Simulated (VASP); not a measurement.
Computed with r2SCAN meta-GGA, VASP's PBE PAW potentials (set 64) (plane waves; VASP).

The input files of a VASP run:

KPOINTS:
```
Automatic mesh
0
Gamma
6 6 6
0 0 0
```

### POSCAR
```
KZnF3
8.2588640
  0.4999999916   0.0000000000   0.0000000000
  0.0000000000   0.4999999916   0.0000000000
  0.0000000000   0.0000000000   0.4999999916
K Zn F
1 1 3
Direct
  0.0000000000   0.0000000000   0.0000000000
  0.5000000000   0.5000000000   0.5000000000
  0.5000000000   0.0000000000   0.5000000000
  0.0000000000   0.5000000000   0.5000000000
  0.5000000000   0.5000000000   0.0000000000
```

INCAR:
```
LCHARG=.FALSE.
EDIFF=1E-7   ! SCF stop (eV)
LREAL=.FALSE.   ! projection in real space or not
ISIF=2   ! forces and stress, cell fixed
LASPH=.TRUE.
SIGMA=0.05   ! width (eV)
LMIXTAU=.TRUE.
PREC=Accurate
METAGGA=R2SCAN
ENCUT=520   ! plane-wave cut-off (eV)
NELM=100
ALGO=Normal   ! blocked Davidson
SYSTEM=KZnF3
LMAXMIX=4   ! l cut-off of mixed one-centre charges
LWAVE=.FALSE.
ISMEAR=0   ! Gaussian
```

POTCAR, in this order: K_sv Zn F (PBE.64 set). Program: vasp_std.

The run wrote:

File OSZICAR:
```
       N       E                     dE             d eps       ncg     rms          rms(c)
DAV:   1     0.430686025264E+03    0.43069E+03   -0.23083E+04  1000   0.204E+03
DAV:   2    -0.136343956996E+02   -0.44432E+03   -0.43438E+03  1193   0.499E+02
DAV:   3    -0.501764654829E+02   -0.36542E+02   -0.36392E+02  1171   0.156E+02
DAV:   4    -0.510202141809E+02   -0.84375E+00   -0.84232E+00  1624   0.223E+01
DAV:   5    -0.510321158039E+02   -0.11902E-01   -0.11898E-01  1272   0.215E+00    0.104E+01
DAV:   6    -0.405733280578E+02    0.10459E+02   -0.50503E+00  1521   0.414E+01    0.703E+00
DAV:   7    -0.378458988302E+02    0.27274E+01   -0.29369E+00  1657   0.193E+01    0.343E+00
DAV:   8    -0.430266135903E+02   -0.51807E+01   -0.15236E+00  1444   0.230E+01    0.137E+00
DAV:   9    -0.374158954494E+02    0.56107E+01   -0.10738E+00  1478   0.171E+01    0.117E+00
DAV:  10    -0.382887693153E+02   -0.87287E+00   -0.51806E-01  1014   0.615E+00    0.370E-01
DAV:  11    -0.382594743863E+02    0.29295E-01   -0.16019E-02  1154   0.198E+00    0.174E-01
DAV:  12    -0.382952177436E+02   -0.35743E-01   -0.11574E-02  1084   0.133E+00    0.829E-02
DAV:  13    -0.383025898130E+02   -0.73721E-02   -0.35086E-03  1319   0.875E-01    0.446E-02
DAV:  14    -0.383036438028E+02   -0.10540E-02   -0.52968E-04  1184   0.255E-01    0.467E-02
DAV:  15    -0.383036390241E+02    0.47787E-05   -0.24773E-05  1418   0.440E-02    0.488E-02
DAV:  16    -0.383036453121E+02   -0.62880E-05   -0.13129E-05  1184   0.854E-02    0.631E-02
DAV:  17    -0.383035156802E+02    0.12963E-03   -0.59834E-04  1059   0.787E-01    0.621E-02
DAV:  18    -0.383035867274E+02   -0.71047E-04   -0.83371E-05  1018   0.867E-02    0.567E-02
DAV:  19    -0.383035877970E+02   -0.10696E-05   -0.13741E-06  1396   0.250E-02    0.601E-02
DAV:  20    -0.383035885424E+02   -0.74544E-06   -0.26003E-05  1100   0.165E-01    0.381E-02
DAV:  21    -0.383035893119E+02   -0.76948E-06   -0.30007E-05  1080   0.153E-01    0.153E-02
DAV:  22    -0.383035990322E+02   -0.97203E-05   -0.76993E-06  1207   0.437E-02    0.824E-03
DAV:  23    -0.383035995277E+02   -0.49549E-06   -0.12204E-06  1180   0.140E-02    0.588E-03
DAV:  24    -0.383036026044E+02   -0.30767E-05   -0.76427E-07  1182   0.290E-02    0.275E-03
DAV:  25    -0.383036063009E+02   -0.36965E-05   -0.48222E-07   949   0.233E-02    0.499E-03
DAV:  26    -0.383036067418E+02   -0.44084E-06   -0.22529E-07   806   0.800E-03    0.415E-03
DAV:  27    -0.383036061476E+02    0.59415E-06   -0.12849E-07   766   0.112E-02    0.232E-03
DAV:  28    -0.383036049980E+02    0.11496E-05   -0.12892E-07   717   0.108E-02    0.912E-04
DAV:  29    -0.383036049852E+02    0.12801E-07   -0.33067E-08   522   0.231E-03
   1 F= -.38303605E+02 E0= -.38303605E+02  d E =-.424215E-21
```

OUTCAR:
```
------------------------ aborting loop because EDIFF is reached ----------------------------------------
  FORCE on cell =-STRESS in cart. coord.  units (eV):
  Direction    XX          YY          ZZ          XY          YZ          ZX
  --------------------------------------------------------------------------------------
  Total       -1.9108360     -1.9108360     -1.9108360      0.0000000     -0.0000000      0.0000000
  in kB      -43.4773495    -43.4773495    -43.4773495      0.0000000     -0.0000000      0.0000000
  external PRESSURE =     -43.4773495 kB  Pullay stress =       0.0000000 kB
  volume of cell :       70.42
      direct lattice vectors                 reciprocal lattice vectors
     4.129431931  0.000000000  0.000000000     0.242164060  0.000000000  0.000000000
     0.000000000  4.129431931  0.000000000     0.000000000  0.242164060  0.000000000
     0.000000000  0.000000000  4.129431931     0.000000000  0.000000000  0.242164060
 POSITION                                       TOTAL-FORCE (eV/Angst)
 -----------------------------------------------------------------------------------
      0.00000      0.00000      0.00000         0.000000      0.000000      0.000000
      2.06472      2.06472      2.06472         0.000000      0.000000      0.000000
      2.06472      0.00000      2.06472         0.000000      0.000000      0.000000
      0.00000      2.06472      2.06472         0.000000      0.000000      0.000000
      2.06472      2.06472      0.00000         0.000000      0.000000      0.000000
 -----------------------------------------------------------------------------------
    total drift:                                0.000000     -0.000000     -0.000000
  FREE ENERGIE OF THE ION-ELECTRON SYSTEM (eV)
  ---------------------------------------------------
  free  energy   TOTEN  =       -38.3036049852 eV

  energy  without entropy=      -38.3036049852  energy(sigma->0) =      -38.30360499
```
(Selected blocks of OUTCAR.)

OUTCAR:
```
 val. band max:       -1.8288995740   @ k =   0.5000   0.5000   0.5000

 cond. band min:       2.5982469219   @ k =   0.0000   0.0000   0.0000


 Fermi energy:        -1.5018483327

 k-point     1 :       0.0000    0.0000    0.0000
  band No.  band energies     occupation
      1     -29.8029      2.00000
      2     -24.1834      2.00000
      3     -23.6596      2.00000
      4     -23.6596      2.00000
      5     -12.5154      2.00000
      6     -12.5154      2.00000
      7     -12.5154      2.00000
      8      -5.5834      2.00000
      9      -5.5834      2.00000
     10      -5.5834      2.00000
     11      -5.0866      2.00000
     12      -5.0866      2.00000
     13      -5.0866      2.00000
     14      -4.8324      2.00000
     15      -4.8324      2.00000
     16      -3.6555      2.00000
     17      -3.6555      2.00000
     18      -3.6555      2.00000
     19      -3.4662      2.00000
     20      -3.4662      2.00000
     21      -3.4662      2.00000
     22       2.5982      0.00000
     23       7.7154      0.00000
     24       7.7154      0.00000
     25       8.2854      0.00000

 k-point     2 :       0.1667    0.0000    0.0000
  band No.  band energies     occupation
      1     -29.7990      2.00000
      2     -24.1562      2.00000
      3     -23.6845      2.00000
      4     -23.6581      2.00000
      5     -12.5176      2.00000
      6     -12.5070      2.00000
      7     -12.5070      2.00000
      8      -6.1180      2.00000
      9      -5.5747      2.00000
     10      -5.5747      2.00000
     11      -5.1516      2.00000
     12      -5.1516      2.00000
     13      -5.0859      2.00000
     14      -4.8322      2.00000
     15      -4.4776      2.00000
     16      -3.7017      2.00000
     17      -3.6292      2.00000
     18      -3.6292      2.00000
     19      -3.4933      2.00000
     20      -3.4583      2.00000
     21      -3.4583      2.00000
     22       3.1051      0.00000
     23       7.8730      0.00000
...
```

The compound is KZnF3 in the cubic perovskite structure. This cell is one point of a volume scan, at 1.06 of the reference volume.
